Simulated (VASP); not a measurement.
# Zn3Sb (I4/mmm) in VASP: equation of state

How stiff is Zn3Sb in PBE, and what volume does it want? The cell is scaled to several volumes.

All numbers are computed with VASP 6.6.1; they aren't measurements. Logs are shortened: lines on timing, memory, paths and dates and some standing lists are left out, and cuts for length are marked.

**1. The structure**

The structure is tetragonal, space group I4/mmm (No. 139). Conventional cell: a = 4.145 Å, b = 4.145 Å, c = 8.541 Å, α = 90.00°, β = 90.00°, γ = 90.00°. Sb (site symmetry 4/mmm) is surrounded by 12 Zn at 2.93 to 2.98 Å. Around Zn (site symmetry 4/mmm) lie 4 Sb at 2.93 Å and 8 Zn at 2.98 Å. Around Zn (site symmetry -4m2) lie 8 Zn at 2.93 to 2.98 Å and 4 Sb at 2.98 Å.

The cell comes from a database or a generator and needn't be the stable form of this composition.

**2. Equation of state, PBE, 17.24 Å³/atom (volume scaled by 0.94)**

INCAR

```
ALGO = Normal ; EDIFF = 1E-7
ENCUT = 520 ; GGA = PE
ISIF = 2 ; ISMEAR = -1
LASPH = T ; LCHARG = F
LREAL = F ; LWAVE = F
NBANDS = 28 ; NELM = 100
PREC = Accurate ; SIGMA = 0.05
```

KPOINTS

```
k-points
0
Gamma
  9 9 9
```

POSCAR

```
Zn3Sb
1.0
   -2.0301835900      2.0301835900      4.1834262840
    2.0301835900     -2.0301835900      4.1834262840
    2.0301835900      2.0301835900     -4.1834262840
Sb Zn
1 3
Direct
    0.0000000000      0.0000000000      0.0000000000
    0.5000000000      0.5000000000      0.0000000000
    0.2500000000      0.7500000000      0.5000000000
    0.7500000000      0.2500000000      0.5000000000
```

Potentials or basis: VASP PAW PBE potentials, release 64 (Sb, Zn).

Run with:

```console
$ cat potpaw_PBE.64/Sb/POTCAR potpaw_PBE.64/Zn/POTCAR > POTCAR
$ mpirun -np 1 vasp_std > vasp.out
```

OUTCAR:

```text
EDIFF = 1E-7
   ENCUT = 520
   GGA = PE
   ISIF = 2
   ISMEAR = -1
   LASPH = T
   LREAL = F
   NELM = 100
   PREC = Accurate

 Found     75 irreducible k-points:

 Following reciprocal coordinates:
            Coordinates               Weight
  0.000000  0.000000  0.000000      1.000000
  0.111111  0.000000  0.000000      8.000000
  0.222222 -0.000000  0.000000      8.000000
  0.333333  0.000000  0.000000      8.000000
  0.444444 -0.000000  0.000000      8.000000
  0.111111  0.111111  0.000000      8.000000
   k-points           NKPTS =     75   k-points in BZ     NKDIM =     75   number of bands    NBANDS=     28
   number of dos      NEDOS =    301   number of ions     NIONS =      4
   total plane-waves  NPLWV =  64000
   dimension x,y,z NGX =    40 NGY =   40 NGZ =   40
   dimension x,y,z NGXF=    80 NGYF=   80 NGZF=   80
   ions per type =               1   3
   NGX,Y,Z   is equivalent  to a cutoff of  13.11, 13.11, 13.11 a.u.
   NGXF,Y,Z  is equivalent  to a cutoff of  26.21, 26.21, 26.21 a.u.
 SYSTEM =  unknown system
   PREC   = accura    normal or accurate (medium, high low for compatibility)
   ISTART =      0    job   : 0-new  1-cont  2-samecut
   ICHARG =      2    charge: 1-file 2-atom 10-const
   ISPIN  =      1    spin polarized calculation?
   LNONCOLLINEAR =      F non collinear calculations
   LSORBIT =      F    spin-orbit coupling
   LASPH  =      T    aspherical Exc in radial PAW
   ENCUT  =  520.0 eV  38.22 Ry    6.18 a.u.   9.43  9.43  9.43*2*pi/ulx,y,z
   NELM   =    100;   NELMIN=  2; NELMDL= -5     # of ELM steps
   EDIFF  = 0.1E-06   stopping-criterion for ELM
   LREAL  =      F    real-space projection
   EDIFFG = 0.1E-05   stopping-criterion for IOM
   NSW    =      0    number of steps for IOM
   IBRION =     -1    ionic relax: 0-MD 1-quasi-New 2-CG
   NFREE  =      0    steps in history (QN), initial steepest desc. (CG)
   ISIF   =      2    stress and relaxation
   ISYM   =      2    0-nonsym 1-usesym 2-fastsym
   POTIM  = 0.5000    time-step for ionic-motion
   TEBEG  =    0.0;   TEEND  =   0.0 temperature during run
   PSTRESS=    0.0 pullay stress
   NELECT =      41.0000    total number of electrons
   NUPDOWN=      -1.0000    fix difference up-down
   EMIN   =  10.00;   EMAX   =-10.00  energy-range for DOS
   EFERMI =   0.00;   METHOD = LEGACY
   ISMEAR =    -1;   SIGMA  =   0.05  broadening in eV -4-tet -1-fermi 0-gaus
   EFERMI_NEDOS =   21; number of points for ismear=-14 and -15
   IALGO  =     38    algorithm
   IMIX   =      4    mixing-type and parameters
     AMIX     =   0.40;   BMIX     =  1.00
     AMIX_MAG =   1.60;   BMIX_MAG =  1.00
  volume/ion in A,a.u.               =      17.24       116.36
  Fermi-wavevector in a.u.,A,eV,Ry     =   1.376518  2.601242 25.780341  1.894802
  Thomas-Fermi vector in A             =   2.501755
   LORBIT       =      0    0 simple, 1 ext, 2 COOP (PROOUT), +10 PAW based schemes
   GGA     = PE    functional components
   LHFCALC =     F    Hartree Fock is set to
   AEXX    =    0.0000 exact exchange contribution
   IVDW    =     0    specifies the selected vdW correction
   LEPSILON=     F    determine dielectric tensor
   LRPA    =     F    only Hartree local field effects (RPA)
 non-spin polarized calculation
  energy-cutoff  :      520.00
  volume of cell :       68.97
 maximum number of plane-waves:      1879
 NGX is ok and might be reduce to    40
   NGX = 19   NGY = 19   NGZ = 19

 number of electron      40.9999998 magnetization

 Free energy of the ion-electron system (eV)
  ---------------------------------------------------
  ext. energy  EPLUGINS =         0.00000000
  ---------------------------------------------------
  free energy    TOTEN  =        -6.64889239 eV

  energy without entropy =       -6.63735221  energy(sigma->0) =       -6.64312230

 E-fermi :   5.8539     XC(G=0): -11.3115

 val. band max:        5.8405373718   @ k =  -0.4444   0.1111   0.0000
 cond. band min:       5.9022800600   @ k =   0.1111   0.1111   0.0000
 fundamental gap:      0.0617426882
 Fermi energy:         5.8538960262

 k-point     1 :       0.0000    0.0000    0.0000
  band No.  band energies     occupation
      1      -6.7115      2.00000
      2      -2.3427      2.00000
      3      -2.2634      2.00000
      4      -2.2478      2.00000
      5      -2.0967      2.00000
      6      -2.0967      2.00000
[... 20 lines left out ...]
     27      11.9362      0.00000
     28      11.9362      0.00000

 k-point     2 :       0.1111    0.0000    0.0000
  band No.  band energies     occupation
      1      -6.5876      2.00000
      2      -2.3417      2.00000
      3      -2.2439      2.00000
      4      -2.2214      2.00000
      5      -2.1287      2.00000
      6      -2.1014      2.00000
[... 20 lines left out ...]
     27      11.1336      0.00000
     28      11.3624      0.00000

 k-point     3 :       0.2222   -0.0000    0.0000
  band No.  band energies     occupation
      1      -6.2295      2.00000
      2      -2.3157      2.00000
      3      -2.2329      2.00000
      4      -2.1985      2.00000
      5      -2.1260      2.00000
      6      -2.1035      2.00000
[... 20 lines left out ...]
     27      10.6446      0.00000
     28      12.1918      0.00000

 k-point     4 :       0.3333    0.0000    0.0000
  band No.  band energies     occupation
      1      -5.6959      2.00000
      2      -2.3816      2.00000
      3      -2.2228      2.00000
      4      -2.2188      2.00000
      5      -2.1211      2.00000
      6      -2.0919      2.00000
[... 20 lines left out ...]
     27      12.3594      0.00000
     28      13.3429      0.00000

 k-point     5 :       0.4444   -0.0000    0.0000
  band No.  band energies     occupation
      1      -5.1885      2.00000
      2      -2.6950      2.00000
      3      -2.2098      2.00000
      4      -2.1912      2.00000
      5      -2.1293      2.00000
      6      -2.0738      2.00000
[... 20 lines left out ...]
     27      11.7430      0.00000
     28      12.4173      0.00000

 k-point     6 :       0.1111    0.1111    0.0000
  band No.  band energies     occupation
      1      -6.4240      2.00000
      2      -2.3692      2.00000
      3      -2.2524      2.00000
      4      -2.1815      2.00000
      5      -2.1430      2.00000
      6      -2.1040      2.00000
[... 20 lines left out ...]
     27      10.2245      0.00000
     28      12.4084      0.00000

 [... further k-points ...]

------------------------ aborting loop because EDIFF is reached ----------------------------------------

  FORCE on cell =-STRESS in cart. coord.  units (eV):
  Direction    XX          YY          ZZ          XY          YZ          ZX
  --------------------------------------------------------------------------------------
  -------------------------------------------------------------------------------------
  Total        3.2911216      3.2911216      3.5695684      0.0000000     -0.0000000      0.0000000
  in kB       76.4525152     76.4525152     82.9208130      0.0000000     -0.0000000      0.0000000
  external PRESSURE =      78.6086145 kB  Pullay stress =       0.0000000 kB

 VOLUME and BASIS-vectors are now :
 -----------------------------------------------------------------------------
  energy-cutoff  :      520.00
  volume of cell :       68.97
      direct lattice vectors                 reciprocal lattice vectors
    -2.030183590  2.030183590  4.183426284     0.000000000  0.246283145  0.119519257
     2.030183590 -2.030183590  4.183426284     0.246283145  0.000000000  0.119519257
     2.030183590  2.030183590 -4.183426284     0.246283145  0.246283145  0.000000000

 POSITION                                       TOTAL-FORCE (eV/Angst)
 -----------------------------------------------------------------------------------
      0.00000      0.00000      0.00000         0.000000      0.000000      0.000000
      0.00000      0.00000      4.18343         0.000000      0.000000      0.000000
      2.03018      0.00000      2.09171        -0.000000      0.000000      0.000000
      0.00000      2.03018      2.09171         0.000000     -0.000000     -0.000000
 -----------------------------------------------------------------------------------
    total drift:                               -0.000000     -0.000000      0.000000

  FREE ENERGIE OF THE ION-ELECTRON SYSTEM (eV)
  ---------------------------------------------------
  free  energy   TOTEN  =        -6.6488923930 eV

  energy  without entropy=       -6.6373522082  energy(sigma->0) =       -6.64312230
```

Wall time 5 min (1 thread of Intel Xeon Platinum 8375C at 2.90GHz (Ice Lake), shared host); peak memory 0.3 GiB.

What came out:

```
Free energy            : -6.6489 eV
Pressure               : 7.9 GPa
Band gap on the k mesh : none (metal or under the smearing width)
```

**3. Equation of state, PBE, 17.61 Å³/atom (volume scaled by 0.96)**

INCAR

```
SYSTEM = Zn3Sb
PREC     = Accurate       ! precision mode
ENCUT    = 520            ! plane-wave cutoff, eV
EDIFF    = 1E-7           ! SCF threshold, eV
ISMEAR   = -1             ! smearing method
SIGMA    = 0.05           ! smearing width, eV
LREAL    = .False.        ! projectors in reciprocal space
LASPH    = .True.         ! aspherical terms in the spheres
NELM     = 100            ! most SCF steps
ALGO     = Normal         ! electronic algorithm
ISIF     = 2              ! what is computed and relaxed
LWAVE    = .False.        ! write WAVECAR
LCHARG   = .False.        ! write CHGCAR
GGA      = PE             ! functional
NBANDS   = 28             ! bands
```

KPOINTS

```
regular mesh
0
Gamma
  9 9 9
  0 0 0
```

POSCAR

```
Zn3Sb
1.0
   -2.0444811286      2.0444811286      4.2128880032
    2.0444811286     -2.0444811286      4.2128880032
    2.0444811286      2.0444811286     -4.2128880032
Sb Zn
1 3
Direct
    0.0000000000      0.0000000000      0.0000000000
    0.5000000000      0.5000000000      0.0000000000
    0.2500000000      0.7500000000      0.5000000000
    0.7500000000      0.2500000000      0.5000000000
```

Potentials or basis: VASP PAW PBE potentials, release 64 (Sb, Zn).

Run with:

```console
$ cat potpaw_PBE.64/Sb/POTCAR potpaw_PBE.64/Zn/POTCAR > POTCAR
$ mpirun -np 1 vasp_std > vasp.out
```

It took 4.8 min on 1 thread of Intel Xeon Platinum 8375C at 2.90GHz (Ice Lake), shared host; peak memory 0.31 GiB.

Results (log left out):

```
Free energy            : -6.7122 eV
Pressure               : 6.0 GPa
Band gap on the k mesh : none (metal or under the smearing width)
```

**4. Equation of state, PBE, 17.98 Å³/atom (volume scaled by 0.98)**

INCAR

```
SYSTEM = Zn3Sb
PREC = Accurate
ENCUT = 520
EDIFF = 1E-7
ISMEAR = -1
SIGMA = 0.05
LREAL = .False.
LASPH = .True.
NELM = 60
ALGO = Normal
ISIF = 2
LWAVE = .False.
LCHARG = .False.
GGA = PE
NBANDS = 28
```

KPOINTS

```
Automatic mesh
0
Gamma
  9 9 9
  0 0 0
```

POSCAR

```
Zn3Sb
1.0
   -2.0585814440      2.0585814440      4.2419433213
    2.0585814440     -2.0585814440      4.2419433213
    2.0585814440      2.0585814440     -4.2419433213
Sb Zn
1 3
Direct
    0.0000000000      0.0000000000      0.0000000000
    0.5000000000      0.5000000000      0.0000000000
    0.2500000000      0.7500000000      0.5000000000
    0.7500000000      0.2500000000      0.5000000000
```

Run with:

```console
$ cat potpaw_PBE.64/Sb/POTCAR potpaw_PBE.64/Zn/POTCAR > POTCAR
$ mpirun -np 1 vasp_std > vasp.out
```

Wall time 4.9 min (1 thread of Intel Xeon Platinum 8375C at 2.90GHz (Ice Lake), shared host); peak memory 0.31 GiB.

Results (log left out):

```yaml
Free_energy: -6.7592 eV
Pressure: 4.3 GPa
Band_gap_on_the_k_mesh: none (metal or under the smearing width)
```

**5. Equation of state, PBE, 18.71 Å³/atom (volume scaled by 1.02)**

INCAR

```
PREC = Accurate ; ENCUT = 520
EDIFF = 1E-7 ; ISMEAR = -1
SIGMA = 0.05 ; LREAL = F
LASPH = T ; NELM = 60
ALGO = Normal ; ISIF = 2
LWAVE = F ; LCHARG = F
GGA = PE ; NBANDS = 28
```

KPOINTS

```
regular mesh
0
Gamma
  9 9 9
```

POSCAR

```
Zn3Sb
1.0
   -2.0862167073      2.0862167073      4.2988889530
    2.0862167073     -2.0862167073      4.2988889530
    2.0862167073      2.0862167073     -4.2988889530
Sb Zn
1 3
Direct
    0.0000000000      0.0000000000      0.0000000000
    0.5000000000      0.5000000000      0.0000000000
    0.2500000000      0.7500000000      0.5000000000
    0.7500000000      0.2500000000      0.5000000000
```

Run with:

```console
$ cat potpaw_PBE.64/Sb/POTCAR potpaw_PBE.64/Zn/POTCAR > POTCAR
$ mpirun -np 1 vasp_std > vasp.out
```

It took 5.2 min on 1 thread of Intel Xeon Platinum 8375C at 2.90GHz (Ice Lake), shared host; peak memory 0.31 GiB.

The run converged. Its results:

```
Free energy            : -6.8111 eV
Pressure               : 1.5 GPa
Band gap on the k mesh : none (metal or under the smearing width)
```

(Continued in part 2 of 2.)
